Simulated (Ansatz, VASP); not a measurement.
# In2SeS (In2SSe monolayer): VASP beside Ansatz, part 2 of 2

Wanted: the spread between two codes on one cell, functional and k mesh. The structure shown is the start of the Ansatz relaxation below; VASP solves that cell, so the two are compared at the walk's first step.

VASP 6.6.1 and Ansatz 0.2.0.

So far: The starting structure; Ansatz: relaxation, PBE with D3(BJ).

### 3. VASP: single point, PBE with D3(BJ), start cell

Level of this step: PBE with D3(BJ); plane waves and PAW (Se, In_d, S) (VASP).

The same cell, functional, mesh and smearing now go to VASP, with its own data sets.

Lines of VASP's logs that name or quote its potential files are left out, and so is its time.

INCAR

```
SYSTEM = In2SeS
PREC = Accurate
ENCUT = 400
EDIFF = 1E-06
NELM = 120
ISMEAR = -1
SIGMA = 0.05
LREAL = .FALSE.
ALGO = Normal
GGA = PE
IVDW = 12
NBANDS = 25
LORBIT = 11
LWAVE = .FALSE.
LCHARG = .FALSE.
ISIF = 2
LDIPOL = .TRUE.
IDIPOL = 3
DIPOL = 0.5 0.5 0.502
LVHAR = .TRUE.
LASPH = .TRUE.
GGA_COMPAT = .FALSE.
EFERMI = MIDGAP
NELMDL = -8
KPAR = 2
```

POSCAR

```
In2SeS
1.0
    4.0170000000      0.0000000000      0.0000000000
   -2.0085000000      3.4788240000      0.0000000000
    0.0000000000      0.0000000000     41.1554840000
Se In S
1 2 1
Direct
    0.3333333333      0.6666666667      0.4385806761
    0.0000000000      0.0000000000      0.4697328550
    0.0000000000      0.0000000000      0.5387394545
    0.3333333333      0.6666666667      0.5614193239
```

KPOINTS

```
Automatic mesh
0
Gamma
12 12 1
0 0 0
```

The projector-augmented-wave data sets are Se, In_d and S (PBE family, release 64).

Command:

```console
$ mpirun -np 2 vasp_std
```

Numbers of over 12 decimals in the logs are rounded to 6 here.

Log:

```text
[banner, memory and clock lines left out]
running    2 mpi-ranks, on    1 nodes
 distrk:  each k-point on    1 cores,    2 groups
 distr:  one band on    1 cores,    1 groups

 POSCAR found type information on POSCAR SeInS
 POSCAR found :  3 types and       4 ions
 LDA part: xc-table for (Slater+PW92), standard interpolation
 POSCAR, INCAR and KPOINTS ok, starting setup
 FFT: planning ... GRIDC
 FFT: planning ... GRID_SOFT
 FFT: planning ... GRID
 WAVECAR not read
 entering main loop
       N       E                     dE             d eps       ncg     rms          rms(c)
DAV:   1     0.255343060736E+03    0.25534E+03   -0.13127E+04  1254   0.911E+02
DAV:   2     0.157073883642E+02   -0.23964E+03   -0.23650E+03  1145   0.265E+02
DAV:   3    -0.145437294472E+02   -0.30251E+02   -0.30086E+02  1272   0.110E+02
DAV:   4    -0.153673165060E+02   -0.82359E+00   -0.82203E+00  1185   0.229E+01
DAV:   5    -0.153970670341E+02   -0.29751E-01   -0.29742E-01  1475   0.381E+00
DAV:   6    -0.153980041373E+02   -0.93710E-03   -0.93707E-03  1436   0.549E-01
DAV:   7    -0.153980190033E+02   -0.14866E-04   -0.14866E-04  1476   0.766E-02
DAV:   8    -0.153980194764E+02   -0.47311E-06   -0.47299E-06  1316   0.138E-02    0.807E+00
DAV:   9    -0.147354855058E+02    0.66253E+00   -0.14317E+00  1294   0.203E+01    0.523E+00
DAV:  10    -0.147301405534E+02    0.53450E-02   -0.84793E-01  1460   0.763E+00    0.140E+00
DAV:  11    -0.147164882718E+02    0.13652E-01   -0.11672E-01  1479   0.434E+00    0.125E+00
DAV:  12    -0.147178673012E+02   -0.13790E-02   -0.11927E-02  1057   0.583E-01    0.509E-01
DAV:  13    -0.147180322825E+02   -0.16498E-03   -0.12899E-03  1465   0.366E-01    0.289E-01
DAV:  14    -0.147182024603E+02   -0.17018E-03   -0.76303E-04  1208   0.245E-01    0.563E-02
[...]
DAV:  20    -0.147184026108E+02   -0.35964E-04   -0.16748E-06   871   0.852E-03    0.419E-03
DAV:  21    -0.147184310822E+02   -0.28471E-04   -0.11556E-06   801   0.417E-03    0.299E-03
DAV:  22    -0.147184468082E+02   -0.15726E-04   -0.83081E-07   815   0.362E-03    0.301E-03
DAV:  23    -0.147184529719E+02   -0.61638E-05   -0.10341E-07   884   0.279E-03    0.169E-03
DAV:  24    -0.147184566460E+02   -0.36741E-05   -0.54584E-08   790   0.128E-03    0.510E-04
DAV:  25    -0.147184586652E+02   -0.20192E-05   -0.14156E-08   722   0.930E-04    0.418E-04
DAV:  26    -0.147184624777E+02   -0.38125E-05   -0.69952E-08   746   0.896E-04    0.524E-04
DAV:  27    -0.147184626359E+02   -0.15827E-06   -0.75622E-09   777   0.548E-04
   1 F= -.15563454E+02 E0= -.15563453E+02  d E =-.101670E-05
```

Parts of OUTCAR (step 3):

```text
ion  position               nearest neighbor table
   1  0.333  0.667  0.439-   2 2.65   2 2.65   2 2.65
   2  0.000  0.000  0.470-   1 2.65   1 2.65   1 2.65   3 2.84
   3  0.000  0.000  0.539-   4 2.50   4 2.50   4 2.50   2 2.84
   4  0.333  0.667  0.561-   3 2.50   3 2.50   3 2.50

  LATTYP: Found a hexagonal cell.
 ALAT       =     4.0170000000
 C/A-ratio  =    10.2453283545

 Subroutine GETGRP returns: Found  6 space group operations
 (whereof  6 operations were pure point group operations)

The static configuration has the point symmetry C_3v.

 Found     19 irreducible k-points:

   k-points           NKPTS =     19   k-points in BZ     NKDIM =     19   number of bands    NBANDS=     25

   dimension x,y,z NGX =    28 NGY =   28 NGZ =  270
   dimension x,y,z NGXF=    56 NGYF=   56 NGZF=  540

   ENCUT  =  400.0 eV  29.40 Ry    5.42 a.u.   6.55  6.55 67.11*2*pi/ulx,y,z

   NELECT =      38.0000    total number of electrons

 k-points in reciprocal lattice and weights: Automatic mesh
   0.00000000  0.00000000  0.00000000       0.007
   0.08333333  0.00000000  0.00000000       0.042
   0.16666667  0.00000000  0.00000000       0.042
   0.25000000  0.00000000  0.00000000       0.042
   0.33333333 -0.00000000  0.00000000       0.042
   0.41666667  0.00000000  0.00000000       0.042
   0.50000000  0.00000000  0.00000000       0.021
   0.08333333  0.08333333  0.00000000       0.042
   0.16666667  0.08333333  0.00000000       0.083
[...]
0.33333333  0.25000000  0.00000000       0.083
   0.33333333  0.33333333  0.00000000       0.014

 dipolmoment           0.000000      0.000000     -0.019375 electrons x Angstroem

 average (electrostatic) potential at core
       1 -61.3351       2-104.4224       3-104.8170       4 -95.0794

 E-fermi :  -3.3001

 k-point     1 :       0.0000    0.0000    0.0000
  band No.  band energies     occupation
    ...
     15      -5.6314      2.00000
     16      -5.6314      2.00000
     17      -4.3944      2.00000
     18      -4.3944      2.00000
     19      -4.1360      2.00000
     20      -2.8122      0.00012
     21      -1.2704      0.00000
     22       0.8366      0.00000
     23       0.8366      0.00000
     24       1.3183      0.00000
    ...

 k-point     2 :       0.0833    0.0000    0.0000
  band No.  band energies     occupation
    ...
     15      -5.9642      2.00000
     16      -5.7095      2.00000
     17      -4.8058      2.00000
     18      -4.4766      2.00000
     19      -4.0282      2.00000
     20      -2.4701      0.00000
     21      -0.9336      0.00000
     22       0.5036      0.00000
     23       0.9480      0.00000
     24       1.4013      0.00000
    ...

 k-point     3 :       0.1667    0.0000    0.0000
  band No.  band energies     occupation
    ...
     15      -6.4177      2.00000
     16      -5.9107      2.00000
     17      -5.4864      2.00000
     18      -4.6861      2.00000
     19      -3.9476      2.00000
     20      -1.8796      0.00000
     21      -0.6160      0.00000
     22       0.2632      0.00000
     23       1.1993      0.00000
     24       1.2030      0.00000
    ...

 Edisp (eV)   -0.84499

  Total       0.60069     0.60069     0.60172     0.00000     0.00000     0.00000
  in kB       1.67339     1.67339     1.67626     0.00000     0.00000     0.00000
  external pressure =        1.67 kB  Pullay stress =        0.00 kB

  energy-cutoff  :      400.00
  volume of cell :      575.12
      direct lattice vectors                 reciprocal lattice vectors
     4.017000000  0.000000000  0.000000000     0.248941997  0.143726731  0.000000000
    -2.008500000  3.478824000  0.000000000     0.000000000  0.287453461  0.000000000
     0.000000000  0.000000000 41.155484000     0.000000000  0.000000000  0.024298098

 POSITION                                       TOTAL-FORCE (eV/Angst)
 -----------------------------------------------------------------------------------
     -0.00000      2.31922     18.05000         0.000000      0.000000     -0.129938
      0.00000      0.00000     19.33208        -0.000000      0.000000      0.281493
      0.00000      0.00000     22.17208         0.000000     -0.000000     -1.127470
     -0.00000      2.31922     23.10548        -0.000000      0.000000      0.975916
 -----------------------------------------------------------------------------------
    total drift:                                0.000000     -0.000000      0.002070

  FREE ENERGIE OF THE ION-ELECTRON SYSTEM (eV)
  ---------------------------------------------------
  free  energy   TOTEN  =       -15.5634537693 eV

  energy  without entropy=      -15.5634527526  energy(sigma->0) =      -15.56345326

 vacuum level on the upper side and lower side of the slab         1.751         2.001

 total charge
# of ion       s       p       d       tot
------------------------------------------
    1        1.471   2.339   0.022   3.831
    2        0.861   0.659   9.883  11.402
    3        0.840   0.672   9.903  11.415
    4        1.340   2.387   0.000   3.727
--------------------------------------------------
tot          4.512   6.056  19.807  30.376

[... 3 further parts left out ...]
```

### 4. Differences

Known differences besides the potentials themselves: Ansatz cuts the interaction across the vacuum, VASP repeats the sheet with a dipole correction; the data sets hold 48 valence electrons in Ansatz (on its default PAW (the set named soft_2) files) and 38 in VASP; the cutoff is 420 eV in Ansatz and 400 eV in VASP. Total energies have different zeros and are not compared.

Forces (eV/Å; atoms numbered as in POSCAR):

```tsv
atom	Ansatz x, y, z	VASP x, y, z
Se1	0.000, 0.000, -0.113	0.000, 0.000, -0.130
In2	0.000, 0.000, 0.265	0.000, 0.000, 0.281
In3	0.000, 0.000, -1.115	0.000, 0.000, -1.127
S4	0.000, 0.000, 0.964	0.000, 0.000, 0.976
```

The forces differ by 8.5 meV/Å r.m.s., which is 1.9 % of the r.m.s. force of 0.440 eV/Å (both taken over all components). With vacuum in the cell, a pressure given here is an average over mostly empty space and none of the material.

### 5. Outcome

```
r.m.s. force difference (single point, PBE with D3(BJ), start cell) : 1.9 % of the r.m.s. force
```

What this shows: The r.m.s. force difference is 1.9 % of the r.m.s. force (single point, PBE with D3(BJ), start cell), within the 3 % picked in this series as the mark of a large difference. The data sets hold unlike numbers of valence electrons (48 in Ansatz and 38 in VASP), so part of the differences comes from the potentials. 1 further run of this series is not shown here. How closely two codes agree says nothing of how well the functional describes the real material.

[Lines on the potential files, build, host, timing and source positions are cut from VASP's logs without a mark.]

[Logs are printed without paths, hosts, clocks, repeated set-up lines and the standing remarks that a program may print on its own settings, such as how far it seeks lower states.]

[Hosts, paths, dates, database ids (printed as entryN), source tags and the programs' standing remarks are cut or masked in the printed files.]
